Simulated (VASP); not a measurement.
VASP input:

INCAR:
```
SYSTEM  =  Hg
PREC  =  Accurate; ENCUT  =  400; LREAL  =  .False.
LASPH  =  .True.
EDIFF  =  1E-6; NELM  =  100; ALGO  =  Normal
LMAXMIX  =  6; LMIXTAU  =  .True.
ISMEAR  =  1; SIGMA  =  0.1
METAGGA  =  R2SCAN
IBRION  =  2; NSW  =  60; ISIF  =  3
EDIFFG  =  -0.01
LWAVE  =  .False.; LCHARG  =  .False.
```

**POSCAR**
```
Hg
1.0
 -1.8792935047   1.8792935047   1.8792935047
  1.8792935047  -1.8792935047   1.8792935047
  1.8792935047   1.8792935047  -1.8792935047
Hg
1
direct
  0.0000000000   0.0000000000   0.0000000000
```

### KPOINTS
```
Automatic mesh
0
Gamma
12 12 12
0 0 0
```

POTCAR, in this order: Hg (PBE.64 set). Program: vasp_std.

Question: Translate this r2SCAN calculation to Ansatz.

Answer: One equivalent input (not run):
Ansatz 0.2 input:
```yaml
crystal:
  lattice:
    - [-1.8792935, 1.8792935, 1.8792935]
    - [1.8792935, -1.8792935, 1.8792935]
    - [1.8792935, 1.8792935, -1.8792935]
  atoms:
    - { symbol: Hg, position: [0.0000000, 0.0000000, 0.0000000] }
kpoints:
  mp_grid: { grid: [12, 12, 12] }
hamiltonian:
  xc: r2scan
  pseudopotentials: { kind: paw }
scf:
  occupations: { method: methfessel_paxton, width: 0.1 }
  max_iter: 100
relax:
  max_steps: 60
  f_tol: 0.01
  cell: {}
output: { forces: true, stress: true, eigenvalues: true }
```
What does not carry over: each code has its own PAW files, so the cut-off isn't converted (ENCUT is set for VASP's; basis.ecutwfc is left out, and Ansatz then takes the one that its files recommend); Ansatz stops its SCF on the density residual and VASP on the energy change (EDIFF).

The structure was generated: Hg was put into the bcc type (Im-3m), which need not be its known phase. This run relaxes it. Symmetry was kept, so distortions that lower it aren't found. The start is the result of an earlier pass.
